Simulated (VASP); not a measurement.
Method: PBEsol GGA, VASP's PBE PAW potentials (set 64) (plane waves; VASP).

A VASP calculation is set up with these files.

### INCAR
```
# general
SYSTEM  = Tm
PREC    = Accurate
ENCUT   = 400
LREAL   = .FALSE.
LASPH   = .TRUE.

# electronic loop
EDIFF   = 1E-6
NELM    = 100
ALGO    = Normal
LMAXMIX = 6

# smearing
ISMEAR  = 1
SIGMA   = 0.1

# functional
GGA     = PS

# ions
IBRION  = 2
NSW     = 60
ISIF    = 3
EDIFFG  = -0.01

# output
LWAVE   = .FALSE.
LCHARG  = .FALSE.
```

POSCAR:
```
Tm
1.0
 -2.9926249849   2.9926249849   1.6261522160
  2.9926249849  -2.9926249849   1.6261522160
  2.9926249849   2.9926249849  -1.6261522160
Tm
2
Direct
  0.7500000000   0.2500000000   0.5000000000
  0.0000000000   0.0000000000   0.0000000000
```

**KPOINTS**
```
K-points
0
G
  11 11 11
```

POTCAR, in this order: Tm_3 (PBE.64 set). Program: vasp_std.

The run wrote:

File OSZICAR:
```
       N       E                     dE             d eps       ncg     rms          rms(c)
DAV:   1     0.569536155350E+02    0.56954E+02   -0.75715E+03  3356   0.109E+03
DAV:   2    -0.490375966718E+01   -0.61857E+02   -0.60505E+02  3532   0.354E+02
DAV:   3    -0.875480101373E+01   -0.38510E+01   -0.35861E+01  5530   0.565E+01
DAV:   4    -0.884640570942E+01   -0.91605E-01   -0.89383E-01  5390   0.686E+00
DAV:   5    -0.884742208487E+01   -0.10164E-02   -0.10146E-02  4783   0.634E-01    0.233E+01
DAV:   6    -0.880839552301E+01    0.39027E-01   -0.72554E-02  5429   0.251E+00    0.135E+01
DAV:   7    -0.881455950424E+01   -0.61640E-02   -0.11146E-01  5274   0.301E+00    0.447E-01
DAV:   8    -0.881360894809E+01    0.95056E-03   -0.86620E-03  4863   0.793E-01    0.793E-02
DAV:   9    -0.881358806248E+01    0.20886E-04   -0.28946E-04  4628   0.184E-01    0.499E-02
DAV:  10    -0.881357437223E+01    0.13690E-04   -0.39335E-05  5229   0.564E-02    0.280E-02
DAV:  11    -0.881357462627E+01   -0.25405E-06   -0.44759E-06  4233   0.188E-02
   1 F= -.88135746E+01 E0= -.88134755E+01  d E =-.881357E+01
```

### OUTCAR
```
------------------------ aborting loop because EDIFF is reached ----------------------------------------
  FORCE on cell =-STRESS in cart. coord.  units (eV):
  Direction    XX          YY          ZZ          XY          YZ          ZX
  --------------------------------------------------------------------------------------
  Total        0.0041256      0.0041256      0.0026973      0.0000000      0.0000000      0.0000000
  in kB        0.1134675      0.1134675      0.0741838      0.0000000      0.0000000      0.0000000
  external PRESSURE =       0.1003729 kB  Pullay stress =       0.0000000 kB
  volume of cell :       58.25
      direct lattice vectors                 reciprocal lattice vectors
    -2.992624985  2.992624985  1.626152216     0.000000000  0.167077399  0.307474291
     2.992624985 -2.992624985  1.626152216     0.167077399  0.000000000  0.307474291
     2.992624985  2.992624985 -1.626152216     0.167077399  0.167077399  0.000000000
 POSITION                                       TOTAL-FORCE (eV/Angst)
 -----------------------------------------------------------------------------------
      0.00000      2.99262      0.81308        -0.000000     -0.000000     -0.000000
      0.00000      0.00000      0.00000         0.000000      0.000000      0.000000
 -----------------------------------------------------------------------------------
    total drift:                                0.000000     -0.000000      0.000000
  FREE ENERGIE OF THE ION-ELECTRON SYSTEM (eV)
  ---------------------------------------------------
  free  energy   TOTEN  =        -8.8135746263 eV

  energy  without entropy=       -8.8132773805  energy(sigma->0) =       -8.81347554

 reached required accuracy - stopping structural energy minimisation
```
(Selected blocks of OUTCAR.)

The 4f electrons are frozen in the core of the lanthanide potential, so 4f levels, which can set the real gap, and their magnetism are missing.

The structure was generated: Tm was put into the beta-Sn type (I4_1/amd), which need not be its known phase. It was relaxed first, which changed the volume by -8 %. The start is the result of an earlier pass.
